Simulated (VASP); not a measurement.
An input for Ansatz (written as the equivalent of a VASP run, and not itself run):

Ansatz 0.2 input:
```yaml
crystal:
  lattice:
    - [0.0000000, 2.9024936, 2.9024936]
    - [2.9024936, 0.0000000, 2.9024936]
    - [2.9024936, 2.9024936, 0.0000000]
  atoms:
    - { symbol: Hg, position: [0.0000000, 0.0000000, 0.0000000] }
    - { symbol: S, position: [0.2500000, 0.2500000, 0.2500000] }
kpoints:
  mp_grid: { grid: [11, 11, 11] }
hamiltonian:
  xc: pbe
  dispersion: d4
  pseudopotentials: { kind: paw }
scf:
  occupations: { method: methfessel_paxton, width: 0.1 }
  max_iter: 100
output: { forces: true, stress: true, eigenvalues: true }
```

Question: Translate this input to VASP (INCAR, KPOINTS, POSCAR, choice of POTCAR).

Answer: This is not unique; one that fits is 
**KPOINTS**
```
Automatic mesh
0
Gamma
11 11 11
0 0 0
```

INCAR:
```
SYSTEM=HgS
PREC=Accurate; ENCUT=520; LREAL=.FALSE.
LASPH=.TRUE.
EDIFF=1E-7; NELM=100; ALGO=Normal
LMAXMIX=6
ISMEAR=1; SIGMA=0.1
GGA=PE; IVDW=13
ISIF=2
LWAVE=.FALSE.; LCHARG=.FALSE.
```

**POSCAR**
```
HgS
1
    0.0000000000     2.9024935705     2.9024935705
    2.9024935705     0.0000000000     2.9024935705
    2.9024935705     2.9024935705     0.0000000000
Hg S
1 1
Direct
  0.0000000000   0.0000000000   0.0000000000
  0.2500000000   0.2500000000   0.2500000000
```

POTCAR, in this order: Hg S (PBE.64 set). Program: vasp_std.

Limits of the translation: each code has its own PAW files, so the cut-off isn't converted (ENCUT is set for VASP's; basis.ecutwfc is left out, and Ansatz then takes the one that its files recommend); Ansatz stops its SCF on the density residual and VASP on the energy change (EDIFF).

The compound is HgS in the zinc blende structure, metacinnabar; cinnabar is the stable form. This cell is one point of a volume scan, at 0.94 of the reference volume.
